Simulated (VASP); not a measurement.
PbTe (rock salt), at 1.04 of the tabulated volume:

```
PbTe
1.0
    0.00000     3.27251     3.27251
    3.27251     0.00000     3.27251
    3.27251     3.27251     0.00000
Te Pb
1 1
Cartesian
  3.27251   3.27251   3.27251
  0.00000   0.00000   0.00000
```

The lowest empty band near L, direction along the valley's axis, from PBE with spin-orbit coupling in VASP (PAW); its two spin partners are averaged. The gap over the points computed is 0.11 eV, and the next band on that side lies 1.19 eV away at the edge.

Run with 400 eV cut-off, 8×8×8 Γ-centred mesh, Gaussian smearing of 0.050 eV, potentials Te Pb_d.

| distance from the edge in k (1/Å) | distance in energy (meV) |
|---|---|
| 0.018 | 6.4 |
| 0.025 | 12.0 |
| 0.035 | 22.3 |
| 0.050 | 41.7 |
| 0.070 | 73.3 |

### Question
Fit E(1 + αE) = ħ²k²/2m* (ħ²/2m0 = 3.810 eV Å²) and predict the row at 0.095 1/Å.

### Answer
Least squares on the energies gives the electron mass m* = 0.190 m0 and α = 4.63 per eV, and so 117.1 meV. The run gave 120.0 meV, +2.9 meV from the fit.

Left out are points under 3 meV from the edge, since the levels carry 0.1 meV, and points farther than half the way to the next band.

The compound is PbTe in the rock salt structure. The cell was not relaxed at this level.
